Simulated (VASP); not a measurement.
Level of theory: PBEsol GGA, VASP's PBE PAW potentials (set 64) (plane waves; VASP 6.6.1). Each cell was relaxed at this level.

Without a dispersion term in the relaxation, distances and binding between the weakly bound layers, chains or molecules are unreliable, and so is what depends on them.

**Question.** Which of these has an unstable (imaginary) mode at Γ?
A) WO3, P4/nmm (129)
B) C, P6_3/mmc (194)
C) CeMg, P-6m2 (187)
D) CaB6, Pm-3m (221)

**Answer.** A, WO3, P4/nmm (129). Its optical Γ-point modes are 149i (×2), 47i, 130, 245 (×2), 245 (×2), 247, 306 (×2), 317, 361 (×2), 446, 492, 599 (×2), 770, 776, 1034 cm⁻¹.
